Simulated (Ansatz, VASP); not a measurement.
# Cross-check of ScClO between VASP and Ansatz, part 2 of 3

Wanted: the spread between two codes on one cell, functional and k mesh. The structure shown is the end of the VASP relaxation below.

VASP 6.6.1 and Ansatz 0.2.0.

So far: Starting point; VASP: relaxation, r2SCAN.

## 3. Ansatz: single point, r2SCAN

Level of this step: Ansatz beside VASP: Kohn-Sham DFT, plane waves, r2SCAN (Ansatz).

Ansatz runs on its default PAW (the set named soft_2) files.

The same cell, functional, mesh and smearing now go to Ansatz, which takes its cutoff from its data sets.

input.yaml

```yaml
crystal:
  lattice:
    - [3.57137, 0.0, 0.0]
    - [0.0, 3.57137, 0.0]
    - [0.0, 0.0, 28.10150248]
  atoms:
    - { symbol: Cl, position: [0.5, 0.0, 0.73208152] }
    - { symbol: Cl, position: [0.0, 0.5, 0.55134558] }
    - { symbol: Cl, position: [0.5, 0.0, 0.44865442] }
    - { symbol: Cl, position: [0.0, 0.5, 0.26791848] }
    - { symbol: Sc, position: [0.0, 0.5, 0.67909687] }
    - { symbol: Sc, position: [0.5, 0.0, 0.60397535] }
    - { symbol: Sc, position: [0.0, 0.5, 0.39602465] }
    - { symbol: Sc, position: [0.5, 0.0, 0.32090313] }
    - { symbol: O, position: [0.0, 0.0, 0.64151818] }
    - { symbol: O, position: [0.5, 0.5, 0.64151818] }
    - { symbol: O, position: [0.0, 0.0, 0.35848182] }
    - { symbol: O, position: [0.5, 0.5, 0.35848182] }
hamiltonian:
  xc: r2scan
  pseudopotentials: { kind: paw }
kpoints:
  mp_grid: { grid: [7, 7, 1] }
scf:
  occupations: { method: gaussian, width: 0.05 }
  n_extra_bands: 7
efield:
  axis: 3
  dipole_correction: true
  ramp_width: 0.04
output:
  forces: true
  eigenvalues: true
```

Started as:

```sh
$ ansatz run input.yaml --threads 4 --pin off --max-ram 9216MiB --backend cpu --events-out ev --progress --plain --runs-dir out
```

Numbers of over 12 decimals in the logs are rounded to 6 here.

Output:

```text
scf.n_extra_bands = 7 over 48 filled bands (N_el = 96.0): the run solves 55 bands
Engine: ansatz 0.2.0, aarch64-unknown-linux-gnu
Pseudopotentials: kind: paw
Pseudopotential: Cl, paw, valence charge 7, recommended cutoff 500 eV (meta_gga), Cl.paw.azcp
Pseudopotential: Sc, paw, valence charge 11, recommended cutoff 500 eV (meta_gga), Sc.paw.azcp
Pseudopotential: O, paw, valence charge 6, recommended cutoff 500 eV (meta_gga), O.paw.azcp
Functional definition: r2SCAN
  parameter k0 = 0.174
  parameter k1 = 0.065
  parameter a1 = 4.9479
  exchange = r2scan_x(k0 = k0, k1 = k1, a1 = a1)
  correlation = r2scan_c
Crystal: 12 atoms, lattice volume = 358.426 Å³
Basis set: ecut = 500 eV, 9175 PW (Γ), exchange–correlation on 108×108×864 points (64 copies of the dense FFT grid, shifted against one another)
Bands: 55, of which v1, the nominal top of the filled ones, is band 48 counted from 1 (47 counted from 0)
Symmetry: 8 space group operations
k-points: 10 of 49
Non-local potential: Cl, projectors of the file, l = 0: 2, l = 1: 2, l = 2: 2
Non-local potential: Sc, projectors of the file, l = 0: 3, l = 1: 2, l = 2: 3, l = 3: 1
Non-local potential: O, projectors of the file, l = 0: 2, l = 1: 2, l = 2: 1
PAW form: soft (Blöchl's): semilocal exchange-correlation on the pseudo side does not see the compensation charge
PAW frozen core: Cl, regenerated for the run's functional (the file was generated under x = pbe(κ = 0.804, μ = 0.219515), c = pbe(β = 0.066725))
PAW frozen core: Sc, regenerated for the run's functional (the file was generated under x = pbe(κ = 0.804, μ = 0.219515), c = pbe(β = 0.066725))
PAW frozen core: O, regenerated for the run's functional (the file was generated under x = pbe(κ = 0.804, μ = 0.219515), c = pbe(β = 0.066725))
PAW one-centre angular grid: Cl, 302 points (default); XC on 160 Gauss nodes
PAW one-centre angular grid: Sc, 590 points (default); XC on 160 Gauss nodes
PAW one-centre angular grid: O, 302 points (default); XC on 160 Gauss nodes
Initial density: superposition of atomic densities (neutral atoms: chi_scale 0, normalization atom), corrected by the library's trained network
Initial wavefunctions: pseudopotential atomic-orbital guess
Functional: x = r2scan, c = r2scan; τ floored in thin density (d = 2e-4 eV/Å³)
SCF iter   1: F=—  HF=-15198.368179 eV  |F-HF|=—  |Δ(HF+E_count)|=         —  Δρ=1.04e-2  dr2=4.55e-1  dr2_τ=4.40e-1  ethr=1.77e-3  p=0.000 e·Å  D=1.17e-13 V/Å  ΔV_dip=-0.00 eV  dr2_dipole=1.29e-7  V_vac-E_F(+/−)=6.14/6.14 eV  ⟨swp⟩=6.6  Hψ=2133  notcnv=0
efield: sawtooth ramp at fractional position 0.9800 (placed from the atoms, in the widest stretch of the axis that holds none; the zero of the levels goes with the place), width 0.0400; the density the first Hamiltonian is built on has a dipole p = 0.000 e·Å; the dipole correction subtracts the counter field D = 1.17e-13 V/Å, which shifts the + side's vacuum level by -0.00 eV against the − side's; the planar-averaged density in the ramp window peaks in size at 1.9e-5 e/Å³
preconditioner: auto → Resta (q_TF=auto, 2.190 Å⁻¹)  ε∞=3.2  [insulator: Δε(μ)=4.912 eV  Ē_g=10.671 eV  σ=0.050 eV  W_gap=1.00  n_scr=62 (ndim 8)  ℏωp=15.7 eV  f_vac=0.446  D(μ)=0.00/eV (n_scr^D=0)  ε∞_Penn≈3.2  vacuum switching on, ρ_ref=8.3e-3 e/Å³]
SCF iter   2: F=—  HF=-15198.580047 eV  |F-HF|=—  |Δ(HF+E_count)|=   2.12e-1  Δρ=5.08e-3  dr2=4.20e-2  dr2_τ=2.02e-2  ethr=4.74e-4  p=0.000 e·Å  D=5.77e-5 V/Å  ΔV_dip=-0.00 eV  dr2_dipole=4.74e-8  V_vac-E_F(+/−)=6.02/6.02 eV  ⟨swp⟩=3.0  Hψ=1042  notcnv=0  defer=20
SCF iter   3: F=—  HF=-15198.576126 eV  |F-HF|=—  |Δ(HF+E_count)|=   3.92e-3  Δρ=1.95e-3  dr2=9.05e-3  dr2_τ=7.99e-4  ethr=4.37e-5  p=0.000 e·Å  D=2.73e-5 V/Å  ΔV_dip=-0.00 eV  dr2_dipole=8.15e-9  V_vac-E_F(+/−)=6.00/6.00 eV  ⟨swp⟩=2.0  Hψ=869  notcnv=0  defer=20
SCF iter   4: F=—  HF=-15198.576865 eV  |F-HF|=—  |Δ(HF+E_count)|=   7.38e-4  Δρ=6.71e-4  dr2=9.95e-4  dr2_τ=1.42e-4  ethr=9.42e-6  p=-0.000 e·Å  D=-3.62e-6 V/Å  ΔV_dip=0.00 eV  dr2_dipole=2.83e-10  V_vac-E_F(+/−)=5.93/5.93 eV  ⟨swp⟩=2.0  Hψ=765  notcnv=0  defer=20
SCF iter   5: F=—  HF=-15198.577166 eV  |F-HF|=—  |Δ(HF+E_count)|=   3.01e-4  Δρ=1.14e-4  dr2=4.34e-5  dr2_τ=5.56e-6  ethr=1.04e-6  p=-0.000 e·Å  D=-1.27e-6 V/Å  ΔV_dip=0.00 eV  dr2_dipole=1.59e-11  V_vac-E_F(+/−)=5.90/5.90 eV  ⟨swp⟩=2.2  Hψ=973  notcnv=0  defer=20
SCF iter   6: F=—  HF=-15198.576944 eV  |F-HF|=—  |Δ(HF+E_count)|=   2.21e-4  Δρ=2.53e-5  dr2=4.71e-6  dr2_τ=1.98e-7  ethr=4.53e-8  p=-0.000 e·Å  D=-1.92e-6 V/Å  ΔV_dip=0.00 eV  dr2_dipole=6.60e-11  V_vac-E_F(+/−)=5.89/5.89 eV  ⟨swp⟩=2.0  Hψ=869  notcnv=0  defer=20
SCF iter   7: F=—  HF=-15198.576955 eV  |F-HF|=—  |Δ(HF+E_count)|=   1.10e-5  Δρ=1.27e-5  dr2=8.97e-7  dr2_τ=5.54e-8  ethr=4.90e-9  p=0.000 e·Å  D=8.48e-7 V/Å  ΔV_dip=-0.00 eV  dr2_dipole=4.03e-11  V_vac-E_F(+/−)=5.89/5.89 eV  ⟨swp⟩=2.5  Hψ=1078  notcnv=0  defer=20
SCF iter   8: F=—  HF=-15198.576956 eV  |F-HF|=—  |Δ(HF+E_count)|=   4.45e-7  Δρ=6.44e-6  dr2=1.70e-7  dr2_τ=1.62e-8  ethr=9.34e-10  p=-0.000 e·Å  D=-9.84e-8 V/Å  ΔV_dip=0.00 eV  dr2_dipole=6.22e-13  V_vac-E_F(+/−)=5.88/5.88 eV  ⟨swp⟩=2.0  Hψ=850  notcnv=0  defer=20
SCF iter   9: F=-15198.576956 eV  HF=-15198.576956 eV  |F-HF|=2.61e-8  |Δ(HF+E_count)|=   5.72e-8  Δρ=3.38e-6  dr2=4.46e-8  dr2_τ=5.28e-9  ethr=1.04e-10  p=-0.000 e·Å  D=-1.21e-7 V/Å  ΔV_dip=0.00 eV  dr2_dipole=4.98e-13  V_vac-E_F(+/−)=5.88/5.88 eV  ⟨swp⟩=13.9  Hψ=2609  notcnv=0
SCF 1 converged in 9 iterations: F = -15198.576956 eV  dr2 = 4.46e-8
  greatest PAW one-centre occupation: 0.998 electrons in one spin orbital (limit 2), on the Sc atom at site 6 (counted from 0), in its partial waves of l = 0
SCF converged after 9 iterations
Free energy (F): -15198.576956 eV
Harris-Foulkes:  -15198.576956 eV  (|F-HF|=2.61e-8)
Internal energy: -15198.576956 eV  (E = F + TS)
E sigma→0 (E₀):  -15198.576956 eV
Fermi energy:    1.609940 eV
Dipole field:    D = 0.000001 V/Å  (p = 0.000001 e·Å, saw-weighted, corrected)
Work function:   Φ+ = 5.8841 eV   Φ− = 5.8841 eV
Levels:          The Fermi level and band energies are counted from a zero that moves with the ramp; work functions are not
--- Per-component energies (eV) ---
  E_band       = -1449.716258
  E_kinetic    = 2404.346744
  E_local      = -76535.803093  (includes V_loc(G=0)·N_el)
  E_nonlocal   = 612.436254
  E_hartree    = 37062.931044
  E_xc         = -1121.800535
  E_vxc        = -1543.505613  (∫ρ·V_xc dr)
  E_paw        = -7157.120596  (= ΣΔE_a)
  E_vpaw       = -606.613629  (= ΣTr[D̂ρ^β])
  E_aug_tail   = 0.004487  (compensation charges beyond the density's cutoff)
  E_vtau       = 93.584250  (kinetic-family band-sum trace: ∫τ·v_τ [+ j·A + Jᵃ·Aᵃ] dr)
  E_efield     = 0.000000  (sawtooth field / dipole correction)
  E_vefield    = 0.000000  (∫n·V_field dr)
  E_ewald      = 29538.056098
  E_core_change = -1.627358  (= ΣΔE_core)
  E_smearing   = -0.000000  (= −TS)
  E_closure    = -0.000000  (closes the sum)
  Σ components = -15198.576956   (vs F -15198.576956, Δ=0.00e0)
--- Forces (eV/Å), atoms counted from 1 ---
  atom   1  Cl     0.00000000     0.00000000    -0.00510113
  atom   2  Cl    -0.00000000     0.00000000    -0.01562734
  atom   3  Cl    -0.00000000     0.00000000     0.01563550
  atom   4  Cl    -0.00000000     0.00000000     0.00509267
  atom   5  Sc    -0.00000000     0.00000000    -0.24243321
  atom   6  Sc    -0.00000000     0.00000000     0.21710941
  atom   7  Sc     0.00000000     0.00000000    -0.21709562
  atom   8  Sc    -0.00000000     0.00000000     0.24242709
  atom   9  O     -0.00000000     0.00000000     0.01783688
  atom  10  O      0.00000000     0.00000000     0.01783688
  atom  11  O     -0.00000000     0.00000000    -0.01784101
  atom  12  O      0.00000000     0.00000000    -0.01784101
  max |Σ_I F_I| component: 8.95e-7 eV/Å
--- Band table (eV; the first three rows and the last of 10) ---
  k-point 0: bands = [... 44 lower, -0.7253, -0.6902, -0.6786, -0.6786, 4.0334, 4.0338, 4.1752, 4.2261, ... 3 higher]
  k-point 1: bands = [... 44 lower, -0.9044, -0.8401, -0.7846, -0.6806, 4.1674, 4.1707, 4.2235, 4.2669, ... 3 higher]
  k-point 2: bands = [... 44 lower, -0.9989, -0.9796, -0.9291, -0.8969, 4.2303, 4.2519, 4.4163, 4.4287, ... 3 higher]
  k-point 9: bands = [... 44 lower, -1.2608, -1.2560, -1.1214, -1.1212, 4.0688, 4.0877, 4.1244, 4.1596, ... 3 higher]
```

The job ended after 15 s (4 threads of Arm Neoverse V2, shared host; peak memory 1.3 GiB).

## 4. Differences

Known differences besides the potentials themselves: VASP keeps PBE cores, Ansatz makes them for the functional; the cutoff is 500 eV in Ansatz and 400 eV in VASP (PREC = Normal). Total energies have different zeros and are not compared.

Compared:

```csv
quantity,Ansatz,VASP,difference
gap on the k mesh (eV),4.577,4.591,-0.014
```

At this near-relaxed geometry the largest component of a force difference is 232 meV/Å. A gap on the mesh is an upper bound, since the band edges may lie between its points.

## 5. Other set-ups

Further runs change the set-up of one program: Ansatz's method, potentials or start, or VASP's data sets, cutoff or form of LDA. The table gives Ansatz less VASP for each quantity, since a change that brings one quantity closer may part another.

```csv
run,r.m.s. force difference (meV/Å),gap on the k mesh (eV)
as above,75,-0.014
cores kept as stored,77,-0.013
Ansatz's larger PAW set (cutoff 920 eV),79,-0.017
norm-conserving potentials (cutoff 1290 eV),78,-0.0091
```

## 6. VASP: band structure, r2SCAN

The same path points are solved in both programs, so levels can be compared one by one.

INCAR

```
SYSTEM = ScClO
PREC = Normal
ENCUT = 400
EDIFF = 1E-06
NELM = 120
ISMEAR = 0
SIGMA = 0.05
LREAL = .FALSE.
ALGO = Normal
METAGGA = R2SCAN
LASPH = .TRUE.
NBANDS = 76
LORBIT = 11
LWAVE = .FALSE.
LCHARG = .TRUE.
IDIPOL = 3
LDIPOL = .TRUE.
DIPOL = 0.5 0.5 0.5
LVHAR = .TRUE.
LVACPOTAV = .TRUE.
LELF = .TRUE.
NEDOS = 1500
```

POSCAR

```
ScClO
1.0
    3.5713700000      0.0000000000      0.0000000000
    0.0000000000      3.5713700000      0.0000000000
    0.0000000000      0.0000000000     28.1015024813
Cl Sc O
4 4 4
Direct
    0.5000000000      0.0000000000      0.7320815207
    0.0000000000      0.5000000000      0.5513455793
    0.5000000000      0.0000000000      0.4486544207
    0.0000000000      0.5000000000      0.2679184793
    0.0000000000      0.5000000000      0.6790968683
    0.5000000000      0.0000000000      0.6039753533
    0.0000000000      0.5000000000      0.3960246467
    0.5000000000      0.0000000000      0.3209031317
    0.0000000000      0.0000000000      0.6415181848
    0.5000000000      0.5000000000      0.6415181848
    0.0000000000      0.0000000000      0.3584818152
    0.5000000000      0.5000000000      0.3584818152
```

KPOINTS

```
Automatic mesh
0
Gamma
7 7 1
0 0 0
```

KPOINTS_OPT

```
Line mode
14
Line-mode
Reciprocal
  0.50000000   0.50000000   0.00000000 M
  0.00000000   0.00000000   0.00000000 GAMMA

  0.00000000   0.00000000   0.00000000 GAMMA
  0.00000000   0.50000000   0.00000000 X

  0.00000000   0.50000000   0.00000000 X
  0.50000000   0.50000000   0.00000000 M
```

PAW data sets: Cl, Sc_sv and O (PBE family, release 64).

Started as:

```sh
$ mpirun -np 4 vasp_std
```

Output:

```text
[banner, memory and clock lines left out]
running    4 mpi-ranks, on    1 nodes
[...]
[... a notice as in an earlier step ...]

 LDA part: xc-table for (None), standard interpolation
 POSCAR, INCAR and KPOINTS ok, starting setup
[...]
entering main loop
       N       E                     dE             d eps       ncg     rms          rms(c)
DAV:   1     0.136756209083E+04    0.13676E+04   -0.36925E+04  1672   0.957E+02
DAV:   2     0.820764744806E+02   -0.12855E+04   -0.12251E+04  1552   0.369E+02
DAV:   3    -0.162318363875E+03   -0.24439E+03   -0.23348E+03  2504   0.163E+02
DAV:   4    -0.177971847427E+03   -0.15653E+02   -0.15564E+02  2520   0.534E+01
[...]
DAV:  28    -0.131662934632E+03   -0.12688E-04   -0.30350E-07  1016   0.357E-03    0.422E-04
DAV:  29    -0.131662935867E+03   -0.12347E-05   -0.29714E-07  1012   0.381E-03    0.301E-04
DAV:  30    -0.131662935384E+03    0.48258E-06   -0.51444E-08   984   0.202E-03
|                                                                             |
[...]
1 F= -.13166294E+03 E0= -.13166294E+03  d E =-.401205E-11
 Start KPOINTS_OPT (optional k-point list driver)
k-point batch [1-10\42]
       N       E                     dE             ncg
DAV:   1    -0.273273630316E+04   -0.25507E+05     1688
DAV:   2    -0.144647236783E+05   -0.11732E+05     1520
DAV:   3    -0.163964942451E+05   -0.19318E+04     2384
DAV:   4    -0.165410921468E+05   -0.14460E+03     2392
DAV:   5    -0.165427221945E+05   -0.16300E+01     2320
DAV:   6    -0.165427548592E+05   -0.32665E-01     2296
DAV:   7    -0.165427554652E+05   -0.60602E-03     2248
DAV:   8    -0.165427554791E+05   -0.13928E-04     2112
DAV:   9    -0.165427554795E+05   -0.42764E-06     1312
[...]
k-point batch [41-42\42]
       N       E                     dE             ncg
DAV:   1     0.224787319976E+05   -0.71863E+04      336
DAV:   2     0.201667564724E+05   -0.23120E+04      304
DAV:   3     0.197828224988E+05   -0.38393E+03      480
DAV:   4     0.197561296223E+05   -0.26693E+02      448
DAV:   5     0.197557650492E+05   -0.36457E+00      448
DAV:   6     0.197557511391E+05   -0.13910E-01      472
DAV:   7     0.197557510184E+05   -0.12070E-03      440
DAV:   8     0.197557510163E+05   -0.21459E-05      416
DAV:   9     0.197557510162E+05   -0.95220E-07      248
```

[end of part 2 of 3]

[Lines on the potential files, build, host, timing and source positions are cut from VASP's logs without a mark.]

[Logs are printed without paths, hosts, clocks, repeated set-up lines and the standing remarks that a program may print on its own settings, such as how far it seeks lower states.]

[Hosts, paths, dates, database ids (printed as entryN), source tags and the programs' standing remarks are cut or masked in the printed files.]
